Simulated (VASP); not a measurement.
A run of VASP 6.6.1 is set up as follows.

INCAR

```
SYSTEM = GaGe
PREC = Accurate
ENCUT = 600
EDIFF = 1E-6
ISMEAR = -1
SIGMA = 0.05
LREAL = .FALSE.
LASPH = .TRUE.
NELM = 80
ALGO = Normal
ISIF = 3
LWAVE = .FALSE.
LCHARG = .FALSE.
IBRION = 2
NSW = 40
EDIFFG = -0.005
```

Contents of KPOINTS:

```
regular mesh
0
G
  8 8 8
  0 0 0
```

The input POSCAR:

```
GaGe
1.0
    0.0000000000      2.8978440000      2.8978440000
    2.8978440000      0.0000000000      2.8978440000
    2.8978440000      2.8978440000      0.0000000000
Ge Ga
1 1
Direct
    0.0000000000      0.0000000000      0.0000000000
    0.2500000000      0.2500000000      0.2500000000
```

Potentials or basis: VASP PAW LDA potentials, release 64 (Ge_d, Ga_d).

Run with:

```bash
$ cat potpaw_LDA.64/Ge_d/POTCAR potpaw_LDA.64/Ga_d/POTCAR > POTCAR
$ mpirun -np 1 vasp_std > vasp.out
```

(1) Estimate the relaxed cell.

(2) Estimate the relaxed volume.

(3) Estimate the band gap on the k mesh.

Results:

(1) a = 3.994 Å, b = 3.994 Å, c = 3.994 Å, α = 60.00°, β = 60.00°, γ = 60.00°.

(2) 22.53 Å³/atom.

(3) none (metal or under the smearing width).
